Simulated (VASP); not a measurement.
```
CELL_PARAMETERS angstrom
      2.97495     0.00000     0.00000
      0.00000     2.97495     0.00000
      0.00000     0.00000     2.97495
ATOMIC_POSITIONS crystal
  Al 0.50000 0.50000 0.50000
  Ru 0.00000 0.00000 0.00000
```

These are PBEsol GGA, VASP's PBE PAW potentials (set 64) (plane waves; VASP) values and carry that method's errors. Numerical set-up: 480 eV cut-off, 12×12×12 Γ-centred mesh, first-order Methfessel-Paxton smearing of 0.10 eV, potentials Al Ru_pv.

Stress in GPa, positive for a compressed cell; the cube axes lie along x, y and z, and the ions stay on their sites.

| strain | σxx | σyy | σzz |
|---|---|---|---|
| none | 0.22 | 0.22 | 0.22 |
| εxx = +1.0 % | -3.14 | -1.32 | -1.32 |
| εxx = +0.5 % | -1.49 | -0.56 | -0.56 |
| εxx = -0.5 %, εyy = -0.5 %, εzz = -0.5 % | 3.66 | 3.66 | 3.66 |

Q: Fit C11 and C12 to these rows, and predict the stress for εxx = +1.5 %, εyy = +1.5 %.

A: Least squares on Δσ_i = −C11 ε_i − C12 (ε_j + ε_k) over all components shown gives C11 = 346 GPa and C12 = 163 GPa, and so σxx, σyy, σzz = -7.42, -7.42, -4.68 GPa. The run gave -6.78, -6.78, -4.24 GPa; the difference holds the non-linear terms and numerical noise.

Left out are shears, moved atoms, failed runs and, from the fit, strains over 2.5 %.

The compound is RuAl in the CsCl type structure. The electron count is odd and the run is not spin-polarised, which forces a metal.
